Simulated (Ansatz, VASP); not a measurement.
# Cross-check of Hf (Hafnium) between VASP and Ansatz

Wanted: the spread between two codes on one cell, functional and k mesh. The cell is taken from a series of runs on this material, whose earlier steps may have relaxed, scaled, displaced or heated it; both programs get it as it stands.

Method: plane waves, with VASP 6.6.1 beside it; relaxation of cell and atoms at PBE, in Ansatz 0.2.0.

## 1. The starting structure

It takes space group P6_3/mmc (No. 194, hexagonal). The conventional cell has a = 3.203 Å, b = 3.203 Å, c = 5.076 Å, α = 90.00°, β = 90.00°, γ = 120.00°. Nearest to Hf lie 12 Hf at 3.14 to 3.20 Å.

Structure file:

```cif
data_structure
_symmetry_space_group_name_H-M 'P 1'
_symmetry_Int_Tables_number 1
_cell_length_a 3.2033
_cell_length_b 3.2033
_cell_length_c 5.0763
_cell_angle_alpha 90.000
_cell_angle_beta 90.000
_cell_angle_gamma 120.000
_cell_volume 45.11
loop_
_atom_site_label
_atom_site_type_symbol
_atom_site_fract_x
_atom_site_fract_y
_atom_site_fract_z
_atom_site_occupancy
Hf1 Hf 0.33333 0.66667 0.25000 1
Hf2 Hf 0.66667 0.33333 0.75000 1
```

## 2. VASP: relaxation of cell and atoms, PBE

The relaxed volume is the usual yardstick between codes: in a stiff, nearly cubic crystal its relative difference is about their pressure difference at one cell divided by the bulk modulus.

Lines of VASP's logs that name or quote its potential files are left out, and so is its time.

INCAR reads:

```
SYSTEM = Hf
PREC = Accurate
ENCUT = 500
EDIFF = 1E-07
NELM = 120
ISMEAR = 1
SIGMA = 0.2
LREAL = .FALSE.
ALGO = Normal
GGA = PE
NBANDS = 16
LASPH = .TRUE.
LORBIT = 11
LWAVE = .FALSE.
LCHARG = .FALSE.
ISIF = 3
IBRION = 2
NSW = 80
EDIFFG = -0.005
GGA_COMPAT = .FALSE.
NELMIN = 4
```

POSCAR reads:

```
Hf
1.0
    3.2032810000      0.0000000000      0.0000000000
   -1.6016400000      2.7741220000      0.0000000000
    0.0000000000      0.0000000000      5.0762570000
Hf
2
Direct
    0.3333332894      0.6666667868      0.2499999508
    0.6666663985      0.3333332132      0.7500000492
```

KPOINTS reads:

```
Automatic mesh
0
Gamma
12 12 6
0 0 0
```

Potentials, in the order of the species: Hf_pv (PBE family, release 64).

Run with:

```console
> mpirun -np 1 vasp_std
```

Numbers of over 12 decimals in the logs are rounded to 6 here.

The program printed:

```text
[banner, memory and clock lines left out]
running    1 mpi-ranks, on    1 nodes
 distrk:  each k-point on    1 cores,    1 groups
 distr:  one band on    1 cores,    1 groups

 POSCAR found type information on POSCAR Hf
 POSCAR found :  1 types and       2 ions
 LDA part: xc-table for (Slater+PW92), standard interpolation
 POSCAR, INCAR and KPOINTS ok, starting setup
 FFT: planning ... GRIDC
 FFT: planning ... GRID_SOFT
 FFT: planning ... GRID
 WAVECAR not read
 entering main loop
       N       E                     dE             d eps       ncg     rms          rms(c)
DAV:   1     0.467586329117E+02    0.46759E+02   -0.11229E+04  2448   0.115E+03
DAV:   2    -0.189720402573E+02   -0.65731E+02   -0.64268E+02  3208   0.248E+02
DAV:   3    -0.205634818549E+02   -0.15914E+01   -0.15815E+01  3216   0.266E+01
DAV:   4    -0.205758824981E+02   -0.12401E-01   -0.12399E-01  3000   0.290E+00
DAV:   5    -0.205760484629E+02   -0.16596E-03   -0.16595E-03  3208   0.274E-01    0.650E+01
DAV:   6    -0.200429440749E+02    0.53310E+00   -0.50845E-01  2912   0.484E+00    0.385E+01
DAV:   7    -0.198583895428E+02    0.18455E+00   -0.86258E-01  2968   0.604E+00    0.185E+00
DAV:   8    -0.198476667130E+02    0.10723E-01   -0.56170E-02  2784   0.162E+00    0.422E-01
DAV:   9    -0.198477756381E+02   -0.10893E-03   -0.11742E-03  3304   0.257E-01    0.200E-01
DAV:  10    -0.198477598981E+02    0.15740E-04   -0.52676E-05  2864   0.513E-02    0.207E-01
DAV:  11    -0.198477642738E+02   -0.43757E-05   -0.53290E-06  3264   0.185E-02    0.110E-02
DAV:  12    -0.198477642767E+02   -0.28942E-08   -0.42393E-07  2904   0.444E-03
   1 F= -.19847764E+02 E0= -.19848557E+02  d E =-.198478E+02
[...]
2 F= -.19847676E+02 E0= -.19848334E+02  d E =0.884237E-04
[...]
3 F= -.19848067E+02 E0= -.19848794E+02  d E =-.302499E-03
[...]
4 F= -.19848067E+02 E0= -.19848796E+02  d E =-.302440E-03
 curvature:  -0.23 expect dE=-0.470E-05 dE for cont linesearch -0.150E-07
 ZBRENT: accuracy reached
 trial: gam= 0.00863 g(F)=  0.101E-40 g(S)=  0.202E-04 ort = 0.911E-05 (trialstep = 0.892E+00)
 search vector abs. value=  0.204E-04
 bond charge predicted
       N       E                     dE             d eps       ncg     rms          rms(c)
DAV:   1    -0.198481151684E+02   -0.48408E-04   -0.24062E-03  2448   0.358E-01    0.452E-02
DAV:   2    -0.198480871297E+02    0.28039E-04   -0.39055E-05  3096   0.435E-02    0.195E-02
DAV:   3    -0.198480791211E+02    0.80086E-05   -0.90336E-06  3200   0.189E-02    0.170E-02
DAV:   4    -0.198480779060E+02    0.12151E-05   -0.27320E-06  3368   0.106E-02    0.881E-03
DAV:   5    -0.198480778980E+02    0.80370E-08   -0.17190E-07  2024   0.292E-03
   5 F= -.19848078E+02 E0= -.19848784E+02  d E =-.111813E-04
 trial-energy change:   -0.000011  1 .order   -0.000011   -0.000018   -0.000004
 step:   1.1804(harm=  1.1804)  dis= 0.00000  next Energy=   -19.848079 (dE=-0.120E-04)
 reached required accuracy - stopping structural energy minimisation
```

Parts of OUTCAR (step 2):

```text
ion  position               nearest neighbor table
   1  0.333  0.667  0.250-   2 3.14   2 3.14   2 3.14   2 3.14   2 3.14   2 3.14
   2  0.667  0.333  0.750-   1 3.14   1 3.14   1 3.14   1 3.14   1 3.14   1 3.14

  LATTYP: Found a hexagonal cell.
 ALAT       =     3.2032810000
 C/A-ratio  =     1.5847054941

 Subroutine GETGRP returns: Found 24 space group operations
 (whereof 12 operations were pure point group operations)

The static configuration has the point symmetry D_3d.
 The point group associated with its full space group is D_6h.

 Found     76 irreducible k-points:

   k-points           NKPTS =     76   k-points in BZ     NKDIM =     76   number of bands    NBANDS=     16

   dimension x,y,z NGX =    24 NGY =   24 NGZ =   40
   dimension x,y,z NGXF=    48 NGYF=   48 NGZF=   80

   ENCUT  =  500.0 eV  36.75 Ry    6.06 a.u.   5.84  5.84  9.26*2*pi/ulx,y,z

   NELECT =      20.0000    total number of electrons

 k-points in reciprocal lattice and weights: Automatic mesh
   0.00000000  0.00000000  0.00000000       0.001
   0.08333333  0.00000000  0.00000000       0.007
   0.16666667  0.00000000  0.00000000       0.007
   0.25000000  0.00000000  0.00000000       0.007
   0.33333333  0.00000000  0.00000000       0.007
   0.41666667  0.00000000  0.00000000       0.007
   0.50000000  0.00000000  0.00000000       0.003
   0.08333333  0.08333333  0.00000000       0.007
   0.16666667  0.08333333  0.00000000       0.014
[...]
0.33333333  0.25000000  0.50000000       0.014
   0.33333333  0.33333333  0.50000000       0.002

 average (electrostatic) potential at core
       1 -37.4325       2 -37.4325

 E-fermi :   4.9068

 k-point     1 :       0.0000    0.0000    0.0000
  band No.  band energies     occupation
    ...
      4     -25.3340      2.00000
      5     -25.3302      2.00000
      6     -25.3301      2.00000
      7      -2.4765      2.00000
      8       1.1939      2.00000
      9       5.5183     -0.00014
     10       6.0698     -0.00000
     11       6.0698     -0.00000
     12       6.3450     -0.00000
     13       6.8862     -0.00000
    ...

 k-point     2 :       0.0833    0.0000    0.0000
  band No.  band energies     occupation
    ...
      4     -25.3699      2.00000
      5     -25.3421      2.00000
      6     -25.3352      2.00000
      7      -2.2677      2.00000
      8       1.3998      2.00000
      9       5.2457     -0.03759
     10       5.5719     -0.00003
     11       6.2666     -0.00000
     12       6.6307     -0.00000
     13       6.7544     -0.00000
    ...

 k-point     3 :       0.1667    0.0000    0.0000
  band No.  band energies     occupation
    ...
      6     -25.3500      2.00000
      7      -1.6715      2.00000
      8       1.9492      2.00000
      9       4.5900      2.04763
     10       4.8779      1.24214
     11       6.1242     -0.00000
     12       6.7925     -0.00000
     13       6.8462     -0.00000
     14       6.8848     -0.00000
     15       7.2817     -0.00000
    ...

  Total        0.0027950      0.0027950     -0.0059214      0.0000000      0.0000000      0.0000000
  in kB        0.0996885      0.0996885     -0.2111985      0.0000000      0.0000000      0.0000000
  external PRESSURE =      -0.0039405 kB  Pullay stress =       0.0000000 kB

  energy-cutoff  :      500.00
  volume of cell :       44.92
      direct lattice vectors                 reciprocal lattice vectors
     3.200408829 -0.000000001 -0.000000000     0.312460080  0.180398902  0.000000000
    -1.600203915  2.771634629  0.000000000     0.000000000  0.360797917  0.000000000
    -0.000000000 -0.000000000  5.064093606     0.000000000 -0.000000000  0.197468704

 POSITION                                       TOTAL-FORCE (eV/Angst)
 -----------------------------------------------------------------------------------
     -0.00000      1.84776      1.26602         0.000000     -0.000000      0.000000
      1.60020      0.92388      3.79807        -0.000000      0.000000     -0.000000
 -----------------------------------------------------------------------------------
    total drift:                                0.000294      0.000017     -0.000052

  FREE ENERGIE OF THE ION-ELECTRON SYSTEM (eV)
  ---------------------------------------------------
  free  energy   TOTEN  =       -19.8480778980 eV

  energy  without entropy=      -19.8501961372  energy(sigma->0) =      -19.84878398

 reached required accuracy - stopping structural energy minimisation

 total charge
# of ion       s       p       d       tot
------------------------------------------
    1        0.393   6.388   1.539   8.319
    2        0.393   6.388   1.539   8.319
--------------------------------------------------
tot          0.785  12.776   3.077  16.639

[... 3 further parts left out ...]
```

CONTCAR:

```
Hf
   1.00000000000000
     3.2004088288002572   -0.0000000005183073   -0.0000000000000000
    -1.6002039152973131    2.7716346289784037    0.0000000000000000
    -0.0000000000000000   -0.0000000000000000    5.0640936061522464
  Hf
     2
Direct
     0.3333332894000023    0.6666667868000005    0.2499999508000030
     0.6666663984999985    0.3333332131999995    0.7500000491999970
```

## 3. Ansatz: relaxation of cell and atoms, PBE

Ansatz runs on its default PAW (the set named soft_2) files.

The same cell, functional, mesh and smearing now go to Ansatz, which takes its cutoff from its data sets.

input.yaml reads:

```yaml
crystal:
  lattice:
    - [3.2032807041, 0.0, 0.0]
    - [-1.601640352, 2.7741224652, 0.0]
    - [0.0, 0.0, 5.0762570889]
  atoms:
    - { symbol: Hf, position: [0.3333333333, 0.6666666667, 0.25] }
    - { symbol: Hf, position: [0.6666666667, 0.3333333333, 0.75] }
kpoints:
  mp_grid: { grid: [12, 12, 6] }
hamiltonian:
  xc: pbe
scf:
  occupations: { method: methfessel_paxton, width: 0.2 }
output:
  forces: true
  stress: true
  eigenvalues: true
relax:
  adjacent_minimum: "off"
  f_tol: 0.001
  max_steps: 60
  cell: { stress_tol: 0.01 }
```

Run with:

```console
> ansatz run input.yaml --threads 4 --pin off --max-ram 10240MiB --backend cpu --events-out ev --progress --plain --runs-dir out
```

The program printed:

```text
Engine: ansatz 0.2.0, aarch64-unknown-linux-gnu
Pseudopotentials: kind: paw
Pseudopotential: Hf, paw, valence charge 26, recommended cutoff 420 eV (normal), Hf.paw.azcp
Functional definition: PBE
  parameter kappa = 0.804
  parameter beta = 0.066725
  exchange = pbe_x(kappa = kappa, mu = beta*pi^2/3)
  correlation = pbe_c(beta = beta)
Crystal: 2 atoms, lattice volume = 45.109 Å³
Basis set: ecut = 420 eV, 881 PW (Γ), exchange–correlation on 48×48×72 points (8 copies of the dense FFT grid, shifted against one another)
Bands: 32, of which v1, the nominal top of the filled ones, is band 26 counted from 1 (25 counted from 0)
Symmetry: 24 space group operations
Space group: P63/mmc (ITA 194), of the structure as read, at distance tolerance 3.6e-5 Å
k-points: 76 of 864
Non-local potential: Hf, projectors of the file, l = 0: 3, l = 1: 2, l = 2: 2, l = 3: 3
PAW form: soft (Blöchl's): semilocal exchange-correlation on the pseudo side does not see the compensation charge
PAW one-centre angular grid: Hf, 590 points (default); XC on 64 Gauss nodes
Initial density: superposition of atomic densities (neutral atoms: chi_scale 0, normalization atom), corrected by the library's trained network
Initial wavefunctions: pseudopotential atomic-orbital guess
Functional: x = pbe(κ = 0.804, μ = 0.219515), c = pbe(β = 0.066725)
SCF iter   1: F=—  HF=-31442.722078 eV  |F-HF|=—  |Δ(HF+E_count)|=         —  Δρ=3.20e-3  dr2=2.56e-3  ethr=1.77e-3  ⟨swp⟩=4.1  Hψ=7793  notcnv=0
preconditioner: auto → Kerker (q_TF=auto, 2.794 Å⁻¹)  [metal: Δε(μ)=0.038 eV  Ē_g=17.562 eV  σ=0.200 eV  W_gap=0.16  n_scr=22 (ndim 8)  ℏωp=38.3 eV  f_vac=0.000  D(μ)=1.58/eV (n_scr^D=10)]
SCF iter   2: F=—  HF=-31442.722364 eV  |F-HF|=—  |Δ(HF+E_count)|=   2.87e-4  S|Δr|=    0.00e0  Δρ=2.03e-3  dr2=1.15e-3  ethr=4.93e-6  ⟨swp⟩=2.1  Hψ=3644  notcnv=0
SCF iter   3: F=—  HF=-31442.722526 eV  |F-HF|=—  |Δ(HF+E_count)|=   1.62e-4  S|Δr|=    0.00e0  Δρ=3.17e-4  dr2=4.01e-5  ethr=2.20e-6  ⟨swp⟩=2.9  Hψ=4133  notcnv=0
SCF iter   4: F=—  HF=-31442.722533 eV  |F-HF|=—  |Δ(HF+E_count)|=   7.06e-6  S|Δr|=    0.00e0  Δρ=1.70e-4  dr2=7.34e-6  ethr=7.72e-8  ⟨swp⟩=2.1  Hψ=4403  notcnv=0
SCF iter   5: F=—  HF=-31442.722531 eV  |F-HF|=—  |Δ(HF+E_count)|=   2.54e-6  S|Δr|=    0.00e0  Δρ=5.71e-5  dr2=8.22e-7  ethr=1.41e-8  ⟨swp⟩=2.1  Hψ=3805  notcnv=0
SCF iter   6: F=-31442.722531 eV  HF=-31442.722531 eV  |F-HF|=6.13e-9  |Δ(HF+E_count)|=   4.41e-7  S|Δr|=    0.00e0  Δρ=1.42e-5  dr2=6.01e-8  ethr=1.92e-10  ⟨swp⟩=5.2  Hψ=12696  notcnv=0
SCF 1 converged in 6 iterations: F = -31442.722531 eV  dr2 = 6.01e-8
  greatest PAW one-centre occupation: 0.998 electrons in one spin orbital (limit 2), on the Hf atom at site 1 (counted from 0), in its partial waves of l = 0
relax step   1: F+E_penalty+E_count = -31442.72253126 eV  Δ(F+E_penalty+E_count) = +0.000e0 eV  max|allowed force component| = 9.252e-17 eV/Å  Δτ_max = 0.0000 Å  P = -0.014 GPa  Ω = 45.109 Å³  (6 SCF iters, dr2 threshold 1.00e-7 eV, accepted)
[...]
relax step   2: F+E_penalty+E_count = -31442.72254544 eV  Δ(F+E_penalty+E_count) = -1.418e-5 eV  max|allowed force component| = 9.252e-17 eV/Å  Δτ_max = 0.0000 Å  P = +0.021 GPa  Ω = 45.096 Å³  energy of the carried Pulay correction = +3.532e-6 eV  (4 SCF iters, dr2 threshold 2.43e-8 eV, accepted)
[...]
relax step   3: F+E_penalty+E_count = -31442.72254422 eV  Δ(F+E_penalty+E_count) = +1.226e-6 eV  max|allowed force component| = 2.128e-16 eV/Å  Δτ_max = 0.0000 Å  P = -0.006 GPa  Ω = 45.108 Å³  energy of the carried Pulay correction = +4.570e-7 eV  (3 SCF iters, dr2 threshold 6.08e-9 eV, accepted)
[...]
relax step   4: F+E_penalty+E_count = -31442.72254264 eV  Δ(F+E_penalty+E_count) = +1.575e-6 eV  max|allowed force component| = 2.128e-16 eV/Å  Δτ_max = 0.0000 Å  P = -0.006 GPa  Ω = 45.108 Å³  stress off target by 6.73e-3 GPa  SCF on the basis re-selected at this cell (its energy is not comparable with the rows above)  (6 SCF iters)
basis re-selected at this cell: Δ(F+E_penalty+E_count) = +1.575e-6 eV, ΔP = -0.000 GPa vs the last step (what re-selecting the basis moved, of the pressure what is left beyond the Pulay correction that the steps carried, after the strain that the cell walked since its last selection, with what the two solves' SCF thresholds leave and, on support functions, any second-order correction that the steps lacked; it is no m [...]
SCF converged after 6 iterations
Stability not checked: this state was not tested for a lower state beside it, because cold or Methfessel-Paxton smearing, or corrected tetrahedra, fill the levels in a way that the test cannot read (fill_not_monotonic; see scf.lower_state_search)
Free energy (F): -31442.722543 eV
Harris-Foulkes:  -31442.722543 eV  (|F-HF|=3.64e-12)
Internal energy: -31442.724837 eV  (E = F + TS)
E sigma→0 (E₀):  -31442.723116 eV
Entropy (-TS):   0.002294 eV (1.147 meV/atom)
Fermi energy:    19.743990 eV
--- Per-component energies (eV) ---
  E_band       = 62.316936
  E_kinetic    = 847.807312
  E_local      = -10185.506008  (includes V_loc(G=0)·N_el)
  E_nonlocal   = -2488.747291
  E_hartree    = 4788.477383
  E_xc         = -600.105951
  E_vxc        = -532.220217  (∫ρ·V_xc dr)
  E_paw        = -13855.518914  (= ΣΔE_a)
  E_vpaw       = 2844.028399  (= ΣTr[D̂ρ^β])
  E_aug_tail   = -0.000002  (compensation charges beyond the density's cutoff)
  E_ewald      = -9949.131365
  E_smearing   = 0.002294  (= −TS)
  E_closure    = -0.000000  (closes the sum)
  Σ components = -31442.722543   (vs F -31442.722543, Δ=0.00e0)
--- Forces (eV/Å), atoms counted from 1 ---
  atom   1  Hf     0.00000000     0.00000000     0.00000000
  atom   2  Hf    -0.00000000    -0.00000000    -0.00000000
  max |Σ_I F_I| component: 5.55e-17 eV/Å
--- Stress (GPa, compression-positive) ---
       -0.006729       0.000000       0.000000
       -0.000000      -0.006729       0.000000
        0.000000       0.000000      -0.004973
  P = ⅓ Tr σ = -0.0061 GPa (-0.061 kbar)
--- Band table (eV; the first three rows and the last of 76) ---
  k-point 0: bands = [... 22 lower, 12.3788, 16.0389, 20.3313, 20.8994, 20.8994, 21.1709, 21.7112, 21.7112, ... 2 higher]
  k-point 1: bands = [... 22 lower, 12.6302, 15.8924, 20.0161, 20.7742, 20.7742, 20.9536, 21.5122, 21.5122, ... 2 higher]
  k-point 2: bands = [... 22 lower, 13.3362, 15.3184, 19.6786, 20.4223, 20.6731, 20.6731, 21.1136, 21.1136, ... 2 higher]
  k-point 75: bands = [... 22 lower, 17.9874, 17.9874, 18.2760, 18.2760, 19.5185, 19.5185, 22.2353, 22.2353, ... 2 higher]
--- Relaxed structure (3 steps of the walk, 3 accepted, 1 SCFs on fresh bases) ---
  F+E_penalty+E_count = -31442.72254264 eV   max|allowed force component| = 2.128e-16 eV/Å   (the final SCF, on the basis selected at the relaxed cell)
  cell:  # Å, volume = 45.1075 Å³
    - [3.204370, -2.887722627073454e-11, 0]
    - [-1.602185, 2.775066, 0]
    - [0, 0, 5.072624]
  atoms:
    - { symbol: Hf, position: [0.333333, 0.666667, 0.25] }
    - { symbol: Hf, position: [0.666667, 0.333333, 0.75] }
```

## 4. Comparison

Known differences besides the potentials themselves: the data sets hold 52 valence electrons in Ansatz (on its default PAW (the set named soft_2) files) and 20 in VASP; the cutoff is 420 eV in Ansatz and 500 eV in VASP; Ansatz adds a Pulay correction to the stress that steers its cell, VASP none. Total energies have different zeros and are not compared.

Compared:

| quantity | Ansatz | VASP | difference |
| --- | --- | --- | --- |
| volume (Å³) | 45.11 | 44.92 | +0.42 % |
| edge a after relaxation, in the typed setting (Å) | 3.204 | 3.200 | +0.12 % |
| edge c after relaxation, in the typed setting (Å) | 5.073 | 5.064 | +0.17 % |

## 5. What came out

| Item | Value |
| --- | --- |
| difference in volume (relaxation of cell and atoms, PBE) | 0.42 % |

What this shows: The difference in volume is 0.42 % (relaxation of cell and atoms, PBE), within the 1.2 % picked in this series as the mark of a large difference, as far as the stopping tolerances let one tell. The data sets hold unlike numbers of valence electrons (52 in Ansatz and 20 in VASP), so part of the differences comes from the potentials. How closely two codes agree says nothing of how well the functional describes the real material.

[Lines on the potential files, build, host, timing and source positions are cut from VASP's logs without a mark.]

[Logs are printed without paths, hosts, clocks, repeated set-up lines and the standing remarks that a program may print on its own settings, such as how far it seeks lower states.]

[Hosts, paths, dates, database ids (printed as entryN), source tags and the programs' standing remarks are cut or masked in the printed files.]
